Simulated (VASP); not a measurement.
**MnIn11As12 (a cell with a defect): single point with PBEsol+U**

The system is MnIn11As12 (a cell with a defect).

```
CELL_PARAMETERS angstrom
0.00000 9.08700 9.08700
6.05800 0.00000 6.05800
6.05800 6.05800 0.00000
ATOMIC_POSITIONS crystal
Mn 0.00000 0.00000 0.00000
In 0.00000 0.00000 0.50000
In 0.00000 0.50000 0.00000
In 0.00000 0.50000 0.50000
In 0.33333 0.00000 0.00000
In 0.33333 0.00000 0.50000
In 0.33333 0.50000 0.00000
In 0.33333 0.50000 0.50000
In 0.66667 0.00000 0.00000
In 0.66667 0.00000 0.50000
In 0.66667 0.50000 0.00000
In 0.66667 0.50000 0.50000
As 0.08333 0.12500 0.12500
As 0.08333 0.12500 0.62500
As 0.08333 0.62500 0.12500
As 0.08333 0.62500 0.62500
As 0.41667 0.12500 0.12500
As 0.41667 0.12500 0.62500
As 0.41667 0.62500 0.12500
As 0.41667 0.62500 0.62500
As 0.75000 0.12500 0.12500
As 0.75000 0.12500 0.62500
As 0.75000 0.62500 0.12500
As 0.75000 0.62500 0.62500
```

```yaml
Program: VASP 6.6.1
Task: single point
Functional: PBEsol
Potentials_or_basis: VASP PAW PBE potentials, release 64 (Mn_pv, In_d, As)
Cutoff: 350 eV
k_mesh: 2 × 2 × 2
Occupations: gaussian, width 0.03 eV
Spin: collinear spin, ferromagnetic start
Starting_moments: "[0.4, 0.0, 0.0, 0.0, 0.0, 0.0, 0.0, 0.0, 0.0, 0.0, 0.0, 0.0, 0.0, 0.0, 0.0, 0.0, 0.0, 0.0, 0.0, 0.0, 0.0, 0.0, 0.0, 0.0] μB"
Hubbard_terms: Mn d U = 3.5 eV
```

```json
{
 "Pressure": "0.3 GPa",
 "Largest force": "0.531 eV/Å",
 "Band gap on the k mesh": "none (metal or under the smearing width)",
 "Net moment": "4.65 μB per cell",
 "Site moments": "Mn +4.43; In +0.01; As -0.06, -0.00, +0.00, +0.01, -0.02 μB",
 "Valence electrons inside the program's atomic spheres": "Mn 11.32; In 11.46, 11.47; As 2.79, 2.80, 2.81"
}
```

Forces in eV/Å, atoms in the order of the input:
```
Mn   0.029 -0.026 -0.026
In   0.004 -0.033  0.159
In   0.004  0.159 -0.033
In  -0.155 -0.016 -0.016
In   0.140 -0.077 -0.077
In   0.064 -0.148 -0.049
In   0.064 -0.049 -0.148
In  -0.013 -0.013 -0.013
In   0.168  0.031  0.031
In  -0.065 -0.159  0.068
In  -0.065  0.068 -0.159
In  -0.011 -0.006 -0.006
As  -0.334 -0.279 -0.279
As   0.272  0.363 -0.277
As   0.272 -0.277  0.363
As   0.017 -0.002 -0.002
As  -0.120  0.061  0.061
As   0.024  0.050 -0.018
As   0.024 -0.018  0.050
As  -0.019  0.023  0.023
As  -0.284  0.301  0.301
As  -0.017  0.030 -0.002
As  -0.017 -0.002  0.030
As   0.017  0.018  0.018
```

Stress tensor (GPa, compression positive):
```
 0.34  0.15  0.15
 0.15  0.35 -0.11
 0.15 -0.11  0.35
```

Levels at points of the mesh, in eV from the Fermi level:
Spin up:
| k point | band 106 | band 107 | band 108 | band 109 | band 110 | band 111 | band 112 | band 113 | band 114 | band 115 |
| --- | --- | --- | --- | --- | --- | --- | --- | --- | --- | --- |
| (0.00, 0.00, 0.00) | -0.62 | -0.33 | -0.32 | -0.03 | 0.34 | 0.41 | 0.42 | 1.07 | 1.15 | 1.15 |
| (0.50, 0.00, 0.00) | -0.65 | -0.63 | -0.15 | -0.15 | 0.25 | 0.26 | 1.05 | 1.13 | 1.34 | 1.53 |
| (0.00, 0.50, 0.00) | -0.92 | -0.82 | -0.42 | -0.42 | -0.06 | -0.01 | 1.30 | 1.53 | 2.32 | 2.35 |
| (0.50, 0.00, 0.50) | -0.93 | -0.91 | -0.87 | -0.54 | -0.53 | -0.12 | 2.32 | 2.34 | 2.39 | 2.44 |
| (0.00, 0.50, 0.50) | -0.98 | -0.88 | -0.85 | -0.43 | -0.38 | 0.00 | 1.77 | 1.90 | 2.34 | 2.38 |
| (0.50, 0.50, 0.50) | -0.86 | -0.79 | -0.61 | -0.54 | -0.28 | -0.15 | 1.91 | 1.99 | 2.34 | 2.44 |
Spin down:
```csv
k point,band 102,band 103,band 104,band 105,band 106,band 107,band 108,band 109,band 110,band 111
"(0.00, 0.00, 0.00)",-0.59,-0.59,0.01,0.04,0.04,0.04,1.06,1.15,1.16,1.52
"(0.50, 0.00, 0.00)",-0.80,-0.30,-0.30,-0.15,-0.15,1.02,1.14,1.27,1.56,1.63
"(0.00, 0.50, 0.00)",-1.00,-0.50,-0.49,-0.39,-0.38,1.29,1.57,2.07,2.18,2.33
"(0.50, 0.00, 0.50)",-1.02,-0.87,-0.82,-0.59,-0.56,1.98,2.17,2.28,2.33,2.34
"(0.00, 0.50, 0.50)",-1.04,-0.91,-0.72,-0.46,-0.39,1.70,1.89,2.10,2.27,2.33
"(0.50, 0.50, 0.50)",-0.87,-0.72,-0.63,-0.54,-0.54,1.75,2.00,2.18,2.25,2.36
```

Eigenvalues of the final occupation matrices:
```
    site  spin  trace               eigenvalues
site 1 d     1   4.60  0.91 0.91 0.92 0.92 0.93
site 1 d     2   0.25  0.01 0.02 0.07 0.08 0.08
```

Wall time 18 min on 1 thread of Intel(R) Xeon(R) Platinum 8559C (Emerald Rapids) (shared host), peak memory 0.9 GiB.

Caveat: the k mesh is coarse (spacing up to 0.45 Å⁻¹), so the values aren't converged; the PAW data sets were made with another functional, which shifts forces and pressure a little; only a ferromagnetic start was run, and an antiferromagnetic order may lie lower in energy; the U is typed as a test and isn't derived for this compound. The state reached can hang on the start; a lower one may exist.
